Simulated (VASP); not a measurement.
# Band gap of SnO2 (Cassiterite): cutoff, mesh and cell, part 2 of 2

How far does the LDA gap of SnO2 (Cassiterite) depend on cutoff, mesh and cell? The starting structure is a measured crystal structure from the Crystallography Open Database. The atoms were first relaxed with LDA in that cell, in a run that isn't shown, and the relaxed structure is the one below.

VASP 6.6.1.

Results so far: reference 1.145 eV; cell and atoms relaxed by LDA 1.137 eV; no band path 1.145 eV.

## Step 5: Bands with a cutoff of 640 eV

Level of this step: LDA; plane waves and PAW (Sn_d, O) (VASP).

Against step 2 the input has ENCUT = 640.

The input, INCAR:

```
SYSTEM = SnO2
PREC = Accurate
ENCUT = 640
EDIFF = 1E-06
NELM = 100
ISMEAR = 0
SIGMA = 0.03
LREAL = .FALSE.
ALGO = Normal
GGA = CA
NBANDS = 42
LORBIT = 11
LWAVE = .FALSE.
LCHARG = .FALSE.
KPAR = 8
LASPH = .TRUE.
```

The input, POSCAR:

```
SnO2
1.0
    4.7380000000      0.0000000000      0.0000000000
    0.0000000000      4.7380000000      0.0000000000
    0.0000000000      0.0000000000      3.1865000000
Sn O
2 4
Direct
    0.5000000000      0.5000000000      0.5000000000
    0.0000000000      0.0000000000      0.0000000000
    0.8059385347      0.1940614653      0.5000000000
    0.6940614653      0.6940614653      0.0000000000
    0.1940614653      0.8059385347      0.5000000000
    0.3059385347      0.3059385347      0.0000000000
```

The input, KPOINTS:

```
Automatic mesh
0
Gamma
6 6 6
0 0 0
```

The input, KPOINTS_OPT:

```
Line mode
8
Line-mode
Reciprocal
  0.00000000   0.00000000   0.00000000 GAMMA
  0.00000000   0.50000000   0.00000000 X

  0.00000000   0.50000000   0.00000000 X
  0.50000000   0.50000000   0.00000000 M

  0.50000000   0.50000000   0.00000000 M
  0.00000000   0.00000000   0.00000000 GAMMA

  0.00000000   0.00000000   0.00000000 GAMMA
  0.00000000   0.00000000   0.50000000 Z

  0.00000000   0.00000000   0.50000000 Z
  0.00000000   0.50000000   0.50000000 R

  0.00000000   0.50000000   0.50000000 R
  0.50000000   0.50000000   0.50000000 A

  0.50000000   0.50000000   0.50000000 A
  0.00000000   0.00000000   0.50000000 Z

  0.00000000   0.50000000   0.00000000 X
  0.00000000   0.50000000   0.50000000 R

  0.50000000   0.50000000   0.00000000 M
  0.50000000   0.50000000   0.50000000 A
```

PAW data sets: Sn_d and O (LDA family, release 64).

The run is started by

```sh
$ mpirun -np 8 vasp_std
```

Log:

```text
[... set-up lines as in an earlier step ...]
 entering main loop
       N       E                     dE             d eps       ncg     rms          rms(c)
DAV:   1     0.649634477587E+03    0.64963E+03   -0.27376E+04  4004   0.220E+03
DAV:   2     0.638914486243E+02   -0.58574E+03   -0.53533E+03  3496   0.605E+02
DAV:   3    -0.428205110591E+02   -0.10671E+03   -0.10422E+03  3828   0.193E+02
DAV:   4    -0.483165364892E+02   -0.54960E+01   -0.54777E+01  3812   0.471E+01
[...]
DAV:  12    -0.422977941282E+02   -0.14751E-05   -0.55365E-06  3986   0.139E-02    0.111E-02
DAV:  13    -0.422977928350E+02    0.12933E-05   -0.36831E-06  3612   0.224E-02    0.112E-03
DAV:  14    -0.422977928761E+02   -0.41168E-07   -0.45880E-07  1918   0.398E-03
   1 F= -.42297793E+02 E0= -.42297793E+02  d E =-.457942E-12
 Start KPOINTS_OPT (optional k-point list driver)
k-point batch [1-40\72]
       N       E                     dE             ncg
DAV:   1     0.158260297293E+05   -0.28681E+05     4018
DAV:   2    -0.749815016081E+04   -0.23324E+05     3424
DAV:   3    -0.117863445405E+05   -0.42882E+04     3918
DAV:   4    -0.120139457495E+05   -0.22760E+03     3734
[...]
DAV:   8    -0.120194449647E+05   -0.57776E-04     3838
DAV:   9    -0.120194449657E+05   -0.10331E-05     2640
DAV:  10    -0.120194449659E+05   -0.21830E-06     2290
k-point batch [41-72\72]
       N       E                     dE             ncg
DAV:   1     0.292096676695E+05   -0.51180E+05     3208
DAV:   2     0.105491291631E+05   -0.18661E+05     2744
DAV:   3     0.707302402874E+04   -0.34761E+04     3110
DAV:   4     0.688590234383E+04   -0.18712E+03     2992
DAV:   5     0.688145485316E+04   -0.44475E+01     3358
DAV:   6     0.688128861824E+04   -0.16623E+00     3192
DAV:   7     0.688127770076E+04   -0.10917E-01     3876
DAV:   8     0.688127763717E+04   -0.63595E-04     3060
DAV:   9     0.688127763660E+04   -0.56647E-06     1992
```

The job ended after 71 s (8 MPI ranks of AMD EPYC 7R43, shared host; peak memory 2.5 GiB; 9.2 min of CPU time).

From OUTCAR (step 5):

```text
  Total       -0.2658366     -0.2658366      0.2368055     -0.0000000      0.0000000      0.0000000
  in kB       -5.9541723     -5.9541723      5.3039367     -0.0000000      0.0000000      0.0000000
  external PRESSURE =      -2.2014693 kB  Pullay stress =       0.0000000 kB

 POSITION                                       TOTAL-FORCE (eV/Angst)
 -----------------------------------------------------------------------------------
      2.36900      2.36900      1.59325        -0.000000     -0.000000      0.000000
      0.00000      0.00000      0.00000        -0.000000     -0.000000      0.000000
      3.81854      0.91946      1.59325         0.000581     -0.000581      0.000000
      3.28846      3.28846      0.00000        -0.000581     -0.000581      0.000000
      0.91946      3.81854      1.59325        -0.000581      0.000581      0.000000
      1.44954      1.44954      0.00000         0.000581      0.000581     -0.000000
 -----------------------------------------------------------------------------------
    total drift:                                0.000000      0.000000      0.000000

  FREE ENERGIE OF THE ION-ELECTRON SYSTEM (eV)
  ---------------------------------------------------
  free  energy   TOTEN  =       -42.2977928761 eV

  energy  without entropy=      -42.2977928761  energy(sigma->0) =      -42.29779288

[... 1 part as in an earlier step ...]

[... 2 further parts left out ...]
[key lines of the parts left out:]
E-fermi :   5.9972
```

With a cutoff of 640 eV the gap is 1.145 eV, +0.000 eV from the reference.

## Step 6: Bands with a 6×6×10 mesh

Against step 2 the input has a 6×6×10 mesh.

INCAR: that of step 5 with these lines changed.

```diff
@@ -2,3 +2,3 @@
 PREC = Accurate
-ENCUT = 640
+ENCUT = 460
 EDIFF = 1E-06
```

POSCAR is that of step 5.

The input, KPOINTS:

```
Automatic mesh
0
Gamma
6 6 10
0 0 0
```

KPOINTS_OPT is that of step 5.

The run is started by

```sh
$ mpirun -np 8 vasp_std
```

Log:

```text
[... set-up lines as in an earlier step ...]
 entering main loop
       N       E                     dE             d eps       ncg     rms          rms(c)
DAV:   1     0.574568781613E+03    0.57457E+03   -0.22316E+04  6034   0.180E+03
DAV:   2     0.466171992057E+02   -0.52795E+03   -0.48799E+03  5240   0.522E+02
DAV:   3    -0.440637182490E+02   -0.90681E+02   -0.88885E+02  5892   0.170E+02
DAV:   4    -0.483305582559E+02   -0.42668E+01   -0.42559E+01  5548   0.412E+01
[...]
DAV:  12    -0.422946811320E+02   -0.15024E-05   -0.54060E-06  5956   0.136E-02    0.108E-02
DAV:  13    -0.422946798207E+02    0.13113E-05   -0.36085E-06  5382   0.229E-02    0.126E-03
DAV:  14    -0.422946798637E+02   -0.42991E-07   -0.47002E-07  2842   0.408E-03
   1 F= -.42294680E+02 E0= -.42294680E+02  d E =-.360476E-16
 Start KPOINTS_OPT (optional k-point list driver)
k-point batch [1-60\72]
       N       E                     dE             ncg
DAV:   1     0.182989321186E+05   -0.52209E+05     6024
DAV:   2    -0.126226025499E+05   -0.30922E+05     5184
DAV:   3    -0.178780051512E+05   -0.52554E+04     5962
DAV:   4    -0.181250096835E+05   -0.24700E+03     5584
DAV:   5    -0.181310815499E+05   -0.60719E+01     6648
DAV:   6    -0.181312757724E+05   -0.19422E+00     5958
DAV:   7    -0.181312889340E+05   -0.13162E-01     7476
DAV:   8    -0.181312889806E+05   -0.46561E-04     5546
DAV:   9    -0.181312889812E+05   -0.63598E-06     3756
k-point batch [61-72\72]
       N       E                     dE             ncg
DAV:   1     0.681081851075E+05   -0.15373E+05     1206
DAV:   2     0.618828272059E+05   -0.62254E+04     1080
DAV:   3     0.608083460490E+05   -0.10745E+04     1140
DAV:   4     0.607563846337E+05   -0.51961E+02     1126
DAV:   5     0.607550991567E+05   -0.12855E+01     1256
DAV:   6     0.607550569929E+05   -0.42164E-01     1180
DAV:   7     0.607550539404E+05   -0.30525E-02     1482
DAV:   8     0.607550539306E+05   -0.97682E-05     1062
DAV:   9     0.607550539305E+05   -0.13114E-06      724
```

The job ended after 56 s (8 MPI ranks; peak memory 2.3 GiB).

OUTCAR, selected parts (step 6):

```text
  Total       -0.5001222     -0.5001222      0.0465141     -0.0000000      0.0000000      0.0000000
  in kB      -11.2016673    -11.2016673      1.0418165     -0.0000000      0.0000000      0.0000000
  external PRESSURE =      -7.1205060 kB  Pullay stress =       0.0000000 kB

 POSITION                                       TOTAL-FORCE (eV/Angst)
 -----------------------------------------------------------------------------------
      2.36900      2.36900      1.59325        -0.000000      0.000000      0.000000
      0.00000      0.00000      0.00000        -0.000000      0.000000      0.000000
      3.81854      0.91946      1.59325         0.000066     -0.000066      0.000000
      3.28846      3.28846      0.00000        -0.000066     -0.000066      0.000000
      0.91946      3.81854      1.59325        -0.000066      0.000066     -0.000000
      1.44954      1.44954      0.00000         0.000066      0.000066     -0.000000
 -----------------------------------------------------------------------------------
    total drift:                                0.000000      0.000000      0.000000

  FREE ENERGIE OF THE ION-ELECTRON SYSTEM (eV)
  ---------------------------------------------------
  free  energy   TOTEN  =       -42.2946798637 eV

  energy  without entropy=      -42.2946798637  energy(sigma->0) =      -42.29467986

[... 1 part as in an earlier step ...]

[... 2 further parts left out ...]
[key lines of the parts left out:]
E-fermi :   6.0274
```

With a 6×6×10 mesh the gap is 1.145 eV, +0.000 eV from the reference.

## Step 7: All runs side by side

```csv
run,gap (eV),change (eV),core minutes
reference,1.145,-,5.07
cell and atoms relaxed by LDA,1.137,-0.008,5.47
no band path,1.145,0.0,2.29
a cutoff of 640 eV,1.145,0.0,9.47
a 6×6×10 mesh,1.145,0.0,7.47
```

Core minutes are wall time times ranks of the run shown, on a shared host.

## Step 8: What came out

| Property | Result |
| --- | --- |
| reference gap | 1.145 eV |
| gap with cell and atoms relaxed by LDA | 1.137 eV |
| gap with no band path | 1.145 eV |
| gap with a cutoff of 640 eV | 1.145 eV |
| gap with a 6×6×10 mesh | 1.145 eV |

In words: Among the runs that read a gap along the path, the one with cell and atoms relaxed by LDA moves it most, by -0.008 eV. On finer settings it changes by +0.000 eV with a cutoff of 640 eV and +0.000 eV with a 6×6×10 mesh, not denser along every axis. The functional's own error isn't tested here. Further runs on this material are not shown.

[Lines on the potential files, build, host, timing and source positions are cut from VASP's logs without a mark.]

[Logs are printed without paths, hosts, clocks, repeated set-up lines and the standing remarks that a program may print on its own settings, such as how far it seeks lower states.]

[Hosts, paths, dates, database ids (printed as entryN), source tags and the programs' standing remarks are cut or masked in the printed files.]
